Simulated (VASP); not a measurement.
Input:

```xyz
2
Lattice="0.0000 3.0630 3.0630 3.0630 0.0000 3.0630 3.0630 3.0630 0.0000" Properties=species:S:1:pos:R:3 pbc="T T T"
Cd     0.0000     0.0000     0.0000
Se     1.5315     1.5315     1.5315
```

The numbers are results of r2SCAN meta-GGA, VASP's PBE PAW potentials (set 64) (plane waves; VASP), not measurements. Run with 480 eV cut-off, 8×8×8 Γ-centred mesh, Gaussian smearing of 0.050 eV, potentials Cd Se.

Each row applies one change to this cell, which was relaxed at other settings and keeps the small stress of the first row; at a fixed cut-off the stress holds a Pulay part, so it need not integrate to ΔE exactly. Stress is in GPa, positive when the cell is compressed; gaps are those on the k-mesh, and 0.00 means metallic.

```
change                                    ΔE (meV/atom)    σxx    σyy    σzz  largest shear component, with its sign (GPa)  gap (eV)
----------------------------------------  -------------  -----  -----  -----  --------------------------------------------  --------
none                                                0.0   0.41   0.41   0.41                                          0.00      1.04
uniaxial strain of -1.5 % along y                   2.5   1.17   1.40   1.17                                          0.00      1.04
uniaxial strain of -2.0 % along y                   4.0   1.44   1.73   1.44                                          0.00      1.04
biaxial strain of +1.5 % in the xz plane            2.0  -1.17  -0.91  -1.17                                          0.00      0.94
isotropic strain of -3.0 %                         50.4   6.45   6.45   6.45                                          0.00      1.24
```

Failed runs are left out, and for metals the shear rows, which the mesh's noise covers.

The compound is CdSe in the zinc blende structure, whereas wurtzite is the usual form.
